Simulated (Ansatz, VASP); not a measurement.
# Cross-check of BeSi between VASP and Ansatz, part 3 of 3

One calculation is typed for both programs; each brings its own data sets. How far apart do they land? The cell is generated by rule, not measured, and may not be a known phase. The cell is taken from a series of runs on this material, whose earlier steps may have relaxed, scaled, displaced or heated it; both programs get it as it stands.

VASP 6.6.1 and Ansatz 0.2.0.

So far: The structure; Ansatz: zone-centre phonons, PBEsol; VASP: zone-centre phonons, PBEsol.

**3. VASP: zone-centre phonons, PBEsol (continued)**

Level of this step: PBEsol; plane waves and PAW (Be, Si); invented cell (VASP).

Numbers of over 12 decimals in the logs are rounded to 6 here.

OUTCAR, selected parts (step 3):

```text
ion  position               nearest neighbor table
   1  0.922  0.078  0.250-   2 2.12   2 2.12   3 2.30   3 2.39   3 2.39   4 2.44   4 2.44   4 2.44
                             4 2.44
   2  0.078  0.922  0.750-   1 2.12   1 2.12   4 2.30   4 2.39   4 2.39   3 2.44   3 2.44   3 2.44
                             3 2.44
   3  0.635  0.365  0.250-   1 2.30   1 2.39   1 2.39   2 2.44   2 2.44   2 2.44   2 2.44   4 2.75
                             4 2.75   4 3.02   4 3.02   4 3.02   4 3.02
   4  0.365  0.635  0.750-   2 2.30   2 2.39   2 2.39   1 2.44   1 2.44   1 2.44   1 2.44   3 2.75
                             3 2.75   3 3.02   3 3.02   3 3.02   3 3.02

  LATTYP: Found a base centered orthorhombic cell.
 ALAT       =     3.3554040698
 B/A-ratio  =     2.3864300733
 C/A-ratio  =     1.0172482312

 Subroutine GETGRP returns: Found  8 space group operations
 (whereof  4 operations were pure point group operations)

The static configuration has the point symmetry C_2h.
 The point group associated with its full space group is D_2h.

 Found    301 irreducible k-points:

   k-points           NKPTS =    301   k-points in BZ     NKDIM =    301   number of bands    NBANDS=     12

   dimension x,y,z NGX =    36 NGY =   36 NGZ =   28
   dimension x,y,z NGXF=    72 NGYF=   72 NGZF=   56

   ENCUT  =  600.0 eV  44.10 Ry    6.64 a.u.   8.67  8.67  6.82*2*pi/ulx,y,z

   NELECT =      12.0000    total number of electrons

 k-points in reciprocal lattice and weights: Automatic mesh
   0.00000000  0.00000000  0.00000000       0.001
   0.08333333 -0.00000000  0.00000000       0.002
   0.16666667 -0.00000000  0.00000000       0.002
   0.25000000 -0.00000000  0.00000000       0.002
   0.33333333  0.00000000  0.00000000       0.002
   0.41666667 -0.00000000  0.00000000       0.002
   0.50000000 -0.00000000  0.00000000       0.001
   0.08333333  0.08333333  0.00000000       0.001
   0.16666667  0.08333333  0.00000000       0.002
[...]
-0.41666667  0.41666667  0.50000000       0.001
   0.50000000  0.50000000  0.50000000       0.001

 average (electrostatic) potential at core
       1 -31.3038       2 -31.3038       3 -80.9074       4 -80.9074

  Total        0.0606081      0.0634045      0.0625290      0.0000000      0.0000000      0.0000000
  in kB        2.1176836      2.2153928      2.1848015      0.0000000      0.0000000      0.0000000
  external PRESSURE =       2.1726259 kB  Pullay stress =       0.0000000 kB

  energy-cutoff  :      600.00
  volume of cell :       45.85
      direct lattice vectors                 reciprocal lattice vectors
     1.677702035 -4.003718590  0.000000000     0.298026699 -0.124883902  0.000000000
     1.677702035  4.003718590  0.000000000     0.298026699  0.124883902  0.000000000
     0.000000000  0.000000000  3.413278855     0.000000000  0.000000000  0.292973426

 POSITION                                       TOTAL-FORCE (eV/Angst)
 -----------------------------------------------------------------------------------
      1.67770     -3.37862      0.85332         0.000000      0.008387      0.000000
      1.67770      3.37862      2.55996         0.000000     -0.008387      0.000000
      1.67770     -1.07853      0.85332         0.000000     -0.000478     -0.000000
      1.67770      1.07853      2.55996         0.000000      0.000478      0.000000
 -----------------------------------------------------------------------------------
    total drift:                               -0.000000     -0.000000      0.000000

 Eigenvectors and eigenvalues of the dynamical matrix
 ----------------------------------------------------

   1 f  =   17.995270 THz   113.067618 2PiTHz  600.257607 cm-1    74.422425 meV
             X         Y         Z           dx          dy          dz
      1.677702 -3.378617  0.853320    -0.000000   -0.675670   -0.000000
      1.677702  3.378617  2.559959    -0.000000    0.675670    0.000000
      1.677702 -1.078529  0.853320     0.000000    0.208495    0.000000
      1.677702  1.078529  2.559959     0.000000   -0.208495   -0.000000

   2 f  =   17.442071 THz   109.591767 2PiTHz  581.804878 cm-1    72.134579 meV
             X         Y         Z           dx          dy          dz
      1.677702 -3.378617  0.853320     0.000000   -0.000000    0.699976
      1.677702  3.378617  2.559959     0.000000    0.000000   -0.699976
      1.677702 -1.078529  0.853320    -0.000000    0.000000    0.100166
      1.677702  1.078529  2.559959    -0.000000    0.000000   -0.100166

   3 f  =   13.693232 THz    86.037116 2PiTHz  456.757062 cm-1    56.630633 meV
             X         Y         Z           dx          dy          dz
      1.677702 -3.378617  0.853320     0.000000    0.615191    0.000000
      1.677702  3.378617  2.559959     0.000000    0.615191   -0.000000
      1.677702 -1.078529  0.853320    -0.000000   -0.348625   -0.000000
      1.677702  1.078529  2.559959    -0.000000   -0.348625   -0.000000

   4 f  =   12.762316 THz    80.187997 2PiTHz  425.705043 cm-1    52.780675 meV
             X         Y         Z           dx          dy          dz
      1.677702 -3.378617  0.853320    -0.615152    0.000000    0.000000
      1.677702  3.378617  2.559959    -0.615152    0.000000    0.000000
      1.677702 -1.078529  0.853320     0.348694   -0.000000   -0.000000
      1.677702  1.078529  2.559959     0.348694   -0.000000   -0.000000

   5 f  =   11.690193 THz    73.451648 2PiTHz  389.942863 cm-1    48.346731 meV
             X         Y         Z           dx          dy          dz
      1.677702 -3.378617  0.853320    -0.704669   -0.000000    0.000000
      1.677702  3.378617  2.559959     0.704669   -0.000000    0.000000
      1.677702 -1.078529  0.853320    -0.058661   -0.000000    0.000000
      1.677702  1.078529  2.559959     0.058661    0.000000   -0.000000

   6 f  =    9.677551 THz    60.805844 2PiTHz  322.808345 cm-1    40.023116 meV
             X         Y         Z           dx          dy          dz
      1.677702 -3.378617  0.853320    -0.000000   -0.000000   -0.615234
      1.677702  3.378617  2.559959    -0.000000   -0.000000   -0.615234
      1.677702 -1.078529  0.853320     0.000000    0.000000    0.348550
      1.677702  1.078529  2.559959    -0.000000   -0.000000    0.348550

   7 f  =    7.100756 THz    44.615368 2PiTHz  236.855739 cm-1    29.366356 meV
             X         Y         Z           dx          dy          dz
      1.677702 -3.378617  0.853320     0.000000   -0.208495    0.000000
      1.677702  3.378617  2.559959    -0.000000    0.208495   -0.000000
      1.677702 -1.078529  0.853320    -0.000000   -0.675670    0.000000
      1.677702  1.078529  2.559959     0.000000    0.675670    0.000000

   8 f  =    5.641430 THz    35.446152 2PiTHz  188.177860 cm-1    23.331071 meV
             X         Y         Z           dx          dy          dz
      1.677702 -3.378617  0.853320    -0.058661    0.000000    0.000000
      1.677702  3.378617  2.559959     0.058661   -0.000000   -0.000000
      1.677702 -1.078529  0.853320     0.704669    0.000000   -0.000000
      1.677702  1.078529  2.559959    -0.704669   -0.000000    0.000000

   9 f  =    5.594747 THz    35.152830 2PiTHz  186.620660 cm-1    23.138002 meV
             X         Y         Z           dx          dy          dz
      1.677702 -3.378617  0.853320     0.000000   -0.000000    0.100166
      1.677702  3.378617  2.559959    -0.000000   -0.000000   -0.100166
      1.677702 -1.078529  0.853320    -0.000000    0.000000   -0.699976
      1.677702  1.078529  2.559959     0.000000   -0.000000    0.699976

  10 f/i=    0.000266 THz     0.001674 2PiTHz    0.008889 cm-1     0.001102 meV
             X         Y         Z           dx          dy          dz
      1.677702 -3.378617  0.853320    -0.000000   -0.000000   -0.348550
      1.677702  3.378617  2.559959    -0.000000   -0.000000   -0.348550
      1.677702 -1.078529  0.853320    -0.000000   -0.000000   -0.615234
      1.677702  1.078529  2.559959    -0.000000   -0.000000   -0.615234

  11 f/i=    0.002047 THz     0.012859 2PiTHz    0.068264 cm-1     0.008464 meV
             X         Y         Z           dx          dy          dz
      1.677702 -3.378617  0.853320     0.000000   -0.348625    0.000000
      1.677702  3.378617  2.559959     0.000000   -0.348625    0.000000
      1.677702 -1.078529  0.853320     0.000000   -0.615191    0.000000
      1.677702  1.078529  2.559959     0.000000   -0.615191    0.000000

  12 f/i=    0.003340 THz     0.020984 2PiTHz    0.111401 cm-1     0.013812 meV
             X         Y         Z           dx          dy          dz
      1.677702 -3.378617  0.853320    -0.348694   -0.000000    0.000000
      1.677702  3.378617  2.559959    -0.348694   -0.000000    0.000000
      1.677702 -1.078529  0.853320    -0.615152   -0.000000    0.000000
      1.677702  1.078529  2.559959    -0.615152   -0.000000    0.000000

 ELASTIC MODULI CONTR FROM IONIC RELAXATION (kBar)
 Direction    XX          YY          ZZ          XY          YZ          ZX
 --------------------------------------------------------------------------------
 XX        -303.0628     97.4329    -98.3818     -0.0000     -0.0000      0.0000
 YY          97.4329    -71.0577     80.6690     -0.0000      0.0000      0.0000
 ZZ         -98.3818     80.6690    -92.4629      0.0000     -0.0000      0.0000
 XY          -0.0000     -0.0000      0.0000   -256.2105     -0.0000      0.0000
 YZ          -0.0000      0.0000     -0.0000     -0.0000   -395.9093      0.0000
 ZX           0.0000      0.0000      0.0000      0.0000      0.0000      0.0000
 --------------------------------------------------------------------------------
```

**4. Differences**

Known differences besides the potentials themselves: the cutoff is 420 eV in Ansatz and 600 eV in VASP; Ansatz makes its cores anew for this functional, VASP keeps those of its PBE data sets. Total energies have different zeros and are not compared.

Both answers:

| quantity | Ansatz | VASP | difference |
| --- | --- | --- | --- |
| optical mode 1 (cm⁻¹) | 184.8 | 186.6 | -0.97 % |
| optical mode 2 (cm⁻¹) | 186.6 | 188.2 | -0.82 % |
| optical mode 3 (cm⁻¹) | 236.9 | 236.9 | +0.04 % |
| optical mode 4 (cm⁻¹) | 321.0 | 322.8 | -0.56 % |
| optical mode 5 (cm⁻¹) | 388.2 | 389.9 | -0.45 % |
| optical mode 6 (cm⁻¹) | 423.0 | 425.7 | -0.64 % |
| optical mode 7 (cm⁻¹) | 453.8 | 456.8 | -0.65 % |
| optical mode 8 (cm⁻¹) | 577.8 | 581.8 | -0.69 % |
| optical mode 9 (cm⁻¹) | 597.6 | 600.3 | -0.44 % |

Modes are paired by rising frequency, not by their patterns, so a pair may set unlike modes beside each other; they are those without the splitting of longitudinal modes.

**5. Outcome**

```json
{"r.m.s. difference of the optical zone-centre modes, each program's sorted by frequency (zone-centre phonons, PBEsol)": "2.4 cm⁻¹", "difference in optical mode 1 (zone-centre phonons, PBEsol)": "-1.0 %"}
```

**Reading.** The r.m.s. difference of the optical zone-centre modes, each program's sorted by frequency is 2.4 cm⁻¹ (zone-centre phonons, PBEsol). Among the rows given in per cent, the largest difference of the zone-centre phonons, PBEsol pair is in optical mode 1, -1.0 %. How closely two codes agree says nothing of how well the functional describes the real material.

[Lines on the potential files, build, host, timing and source positions are cut from VASP's logs without a mark.]

[Logs are printed without paths, hosts, clocks, repeated set-up lines and the standing remarks that a program may print on its own settings, such as how far it seeks lower states.]

[Hosts, paths, dates, database ids (printed as entryN), source tags and the programs' standing remarks are cut or masked in the printed files.]
